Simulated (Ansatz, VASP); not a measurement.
# Ga2O3 (partly crystallised Ga2O3): VASP beside Ansatz, part 2 of 2

Aim: how closely do two programs agree when they are given the same cell, functional and k mesh? The structure shown is the start of the Ansatz relaxation below; VASP solves that cell, so the two are compared at the walk's first step.

VASP 6.6.1 and Ansatz 0.2.0.

So far: Set-up; Ansatz: relaxation, PBEsol.

### 3. VASP: single point, PBEsol, start cell

Level of this step: PBEsol; plane waves and PAW (Ga_d, O) (VASP).

The same cell, functional and mesh now go to VASP, with its own data sets.

Lines of VASP's logs that name or quote its potential files are left out, and so is its time.

Contents of INCAR:

```
SYSTEM = Ga2O3
PREC = Accurate
ENCUT = 520
EDIFF = 1E-06
NELM = 120
ISMEAR = 0
SIGMA = 0.01
LREAL = Auto
ALGO = Normal
GGA = PS
NBANDS = 336
LORBIT = 11
LWAVE = .FALSE.
LCHARG = .FALSE.
ISIF = 2
LASPH = .TRUE.
GGA_COMPAT = .FALSE.
EFERMI = MIDGAP
NCORE = 2
```

Contents of POSCAR:

```
Ga2O3
1.0
    8.7203500000      0.0000000000      0.0000000000
    0.0000000000      8.7203500000      0.0000000000
    0.0000000000      0.0000000000      8.7203500000
Ga O
26 39
Direct
    0.8617544021      0.9902354837      0.8621672295
    0.3654440475      0.1305452189      0.5211373397
    0.8627864707      0.6266262249      0.0013875590
    0.5928890469      0.4547065198      0.1135504882
    0.8143021782      0.6749155710      0.6631843905
    0.7678246859      0.0088643231      0.4691554811
    0.0877373041      0.9364532387      0.6023267415
    0.1681583881      0.8065616632      0.9185411136
    0.4621488816      0.4065662502      0.6791814549
    0.1643970712      0.2171013778      0.7744872626
    0.9761993498      0.8910078151      0.1942467906
    0.3015360622      0.4874574988      0.9475995803
    0.4226665214      0.5635324270      0.3972546973
    0.1058443755      0.5466409032      0.6047349017
    0.4985006336      0.8347371378      0.5765135574
    0.5372490783      0.7957134748      0.9281622871
    0.4623552954      0.1132982048      0.9120046787
    0.0200335996      0.3148612154      0.0538166473
    0.7284111303      0.1448451037      0.1597642296
    0.7569535626      0.3198036776      0.8294047831
    0.6967839594      0.7273446593      0.2878783535
    0.0481517370      0.1702454603      0.3570040193
    0.3524514498      0.9117638627      0.2581662433
    0.7566668769      0.3824387783      0.4549817381
    0.1209813826      0.5922354034      0.2387174827
    0.3294363185      0.2889104222      0.2259886358
    0.2619275602      0.1029087135      0.2973045807
    0.8168823499      0.5265499665      0.8187515409
    0.2305756076      0.4458880664      0.7387432844
    0.9675643753      0.2576616764      0.8490255552
    0.5029385288      0.6101131262      0.6118791104
    0.1001909327      0.3637583354      0.2601615761
    0.8035457292      0.3789526797      0.0832650066
    0.2898163491      0.9121422879      0.5275591003
    0.6459947135      0.6633564020      0.0704329528
    0.6369354441      0.5056219074      0.3323834479
    0.0429799263      0.7367823539      0.6988022270
    0.1484114743      0.9999254617      0.8212055709
    0.1304993492      0.1875612791      0.5580968654
    0.3453072411      0.6904654056      0.9022458961
    0.4777331185      0.9344808408      0.7656688092
    0.6964055342      0.1238253052      0.9320153434
    0.9101240203      0.6662347268      0.2319746340
    0.3920255494      0.3481740985      0.4507502566
    0.5537851118      0.0420166622      0.4613690964
    0.3634831171      0.5046471759      0.1705780158
    0.2113791304      0.6090925250      0.4327922618
    0.9115345141      0.5043948924      0.5301048696
    0.9738943964      0.1082984055      0.1242037304
    0.1842127896      0.8030526298      0.1648213661
    0.7272758548      0.8057704106      0.8154718561
    0.0834599529      0.5387627790      0.0109284604
    0.9544685706      0.8315262575      0.9845361711
    0.5224675615      0.4098344677      0.9040004128
    0.7471947800      0.9349854077      0.2198306261
    0.4806343782      0.7635014650      0.3369474849
    0.7329178301      0.7878353506      0.5008399892
    0.2519852988      0.2661246395      0.0017315819
    0.8232353059      0.2039253012      0.3651344269
    0.8754006433      0.0272122105      0.6553062664
    0.3849272105      0.2039023663      0.7285831417
    0.5352652130      0.2445314695      0.1695459471
    0.6630238465      0.3184963906      0.6343552724
    0.4461174150      0.9562918920      0.0637359739
    0.9977810524      0.9479206683      0.3987454632
```

Contents of KPOINTS:

```
Automatic mesh
0
Gamma
1 1 1
0 0 0
```

The projector-augmented-wave data sets are Ga_d and O (PBE family, release 64).

Command:

```console
$ mpirun -np 8 vasp_gam
```

Numbers of over 12 decimals in the logs are rounded to 6 here.

The log of the run:

```text
[banner, memory and clock lines left out]
running    8 mpi-ranks, on    1 nodes
[...]
|                                                                             |
|               ----> ADVICE to this user running VASP <----                  |
|                                                                             |
|     You enforced a specific xc type in the INCAR file but a different       |
|     [... a line on the potential file left out ...]
|     I HOPE YOU KNOW WHAT YOU ARE DOING!                                     |
|                                                                             |

 LDA part: xc-table for (Slater+PW92), standard interpolation
 POSCAR, INCAR and KPOINTS ok, starting setup
[...]
entering main loop
       N       E                     dE             d eps       ncg     rms          rms(c)
DAV:   1     0.161876832369E+05    0.16188E+05   -0.20187E+05   720   0.368E+03
DAV:   2     0.402440271838E+04   -0.12163E+05   -0.11337E+05   672   0.110E+03
DAV:   3     0.171096191612E+03   -0.38533E+04   -0.36547E+04   848   0.400E+02
DAV:   4    -0.401698212245E+03   -0.57279E+03   -0.55906E+03   752   0.161E+02
[...]
DAV:  19    -0.405171630262E+03   -0.53307E-05   -0.59696E-05   824   0.272E-02    0.412E-03
DAV:  20    -0.405171630803E+03   -0.54047E-06   -0.11112E-05   624   0.225E-02    0.218E-03
DAV:  21    -0.405171631080E+03   -0.27673E-06   -0.36774E-06   512   0.108E-02
   1 F= -.40517163E+03 E0= -.40517163E+03  d E =0.000000E+00
```

OUTCAR, selected parts (step 3):

```text
  Total       -9.0216578      0.5873717     -1.3433394     10.5438918      3.6754939    -11.1137448
  in kB      -21.7969226      1.4191289     -3.2455970     25.4747410      8.8802367    -26.8515434
  external PRESSURE =      -7.8744636 kB  Pullay stress =       0.0000000 kB

 POSITION                                       TOTAL-FORCE (eV/Angst)
 -----------------------------------------------------------------------------------
      7.51480      8.63520      7.51840        -0.775128     -0.623079     -0.874162
      3.18680      1.13840      4.54450        -0.338603     -0.222186     -0.501558
      7.52380      5.46440      0.01210        -0.065369     -0.290933      0.035727
      5.17020      3.96520      0.99020         0.070078     -0.803905     -0.209551
      7.10100      5.88550      5.78320         0.243148     -0.031172      0.618967
      6.69570      0.07730      4.09120        -0.019899     -0.228391      0.361828
      0.76510      8.16620      5.25250        -0.032283      0.159068      0.376450
      1.46640      7.03350      8.01000         0.091034      0.461500     -0.051971
      4.03010      3.54540      5.92270         0.377188      0.477369     -0.222303
      1.43360      1.89320      6.75380        -0.259993      0.176998     -0.130626
      8.51280      7.76990      1.69390        -0.265103      0.128966      0.106895
      2.62950      4.25080      8.26340        -0.235420     -0.398897      0.380685
      3.68580      4.91420      3.46420        -0.152888     -0.660154      0.807200
      0.92300      4.76690      5.27350        -0.053511      0.598274     -0.319669
[...]
-----------------------------------------------------------------------------------
    total drift:                               -0.013654     -0.000920     -0.009885

  FREE ENERGIE OF THE ION-ELECTRON SYSTEM (eV)
  ---------------------------------------------------
  free  energy   TOTEN  =      -405.1716310796 eV

  energy  without entropy=     -405.1716310796  energy(sigma->0) =     -405.17163108

[... 3 further parts left out ...]
[key lines of the parts left out:]
E-fermi :   5.5953
```

The run ends at a pressure of -0.79 GPa, with forces up to 1.3 eV/Å.

### 4. Comparison

Known differences besides the potentials themselves: fixed occupations in Ansatz, narrow Gaussian smearing in VASP; the cutoff is 420 eV in Ansatz and 520 eV in VASP (PREC = Accurate, projectors in real space); Ansatz makes its cores anew for this functional, VASP keeps those of its PBE data sets. Total energies have different zeros and are not compared.

Forces on 10 of the 65 atoms, those with the largest forces and the largest differences (eV/Å; atoms numbered as in POSCAR):

```csv
atom,"Ansatz x, y, z","VASP x, y, z"
Ga1,"-0.785, -0.636, -0.868","-0.775, -0.623, -0.874"
Ga6,"-0.002, -0.244, 0.332","-0.020, -0.228, 0.362"
Ga13,"-0.137, -0.675, 0.799","-0.153, -0.660, 0.807"
Ga15,"-0.331, 0.455, 0.254","-0.335, 0.443, 0.294"
Ga16,"-0.286, 0.544, -0.738","-0.282, 0.529, -0.735"
Ga17,"0.252, -0.860, -0.181","0.244, -0.858, -0.180"
Ga26,"0.041, 0.609, -0.261","0.056, 0.572, -0.252"
O31,"-0.389, 0.093, -0.863","-0.374, 0.103, -0.845"
O41,"0.083, -0.285, 0.983","0.077, -0.270, 0.956"
O65,"-0.344, 0.926, 0.424","-0.342, 0.899, 0.422"
```

The forces differ by 13 meV/Å r.m.s., which is 3.6 % of the r.m.s. force of 0.370 eV/Å (both taken over all components).

### 5. What the set-up changes

Further runs change the set-up of one program: Ansatz's method, potentials or start, or VASP's data sets, cutoff or form of LDA. The table gives that difference for each run.

```csv
run,r.m.s. force difference (meV/Å)
as above,13
VASP with a cutoff of 600 eV (perhaps on Ansatz's relaxed cell),13
```

### 6. Results

```
r.m.s. force difference (single point, PBEsol, start cell) : 3.6 % of the r.m.s. force
```

In words: The r.m.s. force difference is 3.6 % of the r.m.s. force (single point, PBEsol, start cell), beyond the 3 % picked in this series as the mark of a large difference. How closely two codes agree says nothing of how well the functional describes the real material.

[Lines on the potential files, build, host, timing and source positions are cut from VASP's logs without a mark.]

[Logs are printed without paths, hosts, clocks, repeated set-up lines and the standing remarks that a program may print on its own settings, such as how far it seeks lower states.]

[Hosts, paths, dates, database ids (printed as entryN), source tags and the programs' standing remarks are cut or masked in the printed files.]

[Rows of further runs with another cutoff or data set may stand on the cell that Ansatz relaxed, not on the start cell of the pair above them.]
